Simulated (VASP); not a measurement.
Given:

```yaml
crystal:
  lattice:
    - [4.57690, 0.00000, 0.00000]
    - [0.00000, 4.57690, 0.00000]
    - [0.00000, 0.00000, 4.57690]
  atoms:
    - { symbol: Cs, position: [0.00000, 0.00000, 0.00000] }
    - { symbol: Br, position: [0.50000, 0.50000, 0.50000] }
```

All values below come from RPBE GGA, VASP's PBE PAW potentials (set 64) (plane waves; VASP). Settings: 520 eV cut-off, 6×6×6 Γ-centred mesh, Gaussian smearing of 0.050 eV, potentials Cs_sv Br.

Unless said otherwise, spin-orbit coupling is left out, though it shifts the bands of the heavy elements here.

Question: What does the run give for the energy per atom (σ→0), band gap (on the k-mesh) with the smallest direct gap where there is one?

Answer: 
The band gap (on the k-mesh) comes out as 4.14 eV. The smallest direct gap (on the k-mesh) is 4.18 eV and the energy per atom (σ→0) comes out as -272.9 kJ/mol-atom.

The absolute energy has meaning only against runs of the same code, potentials and settings.

The compound is CsBr in the CsCl type structure. It was relaxed first, which changed the volume by +21 %.
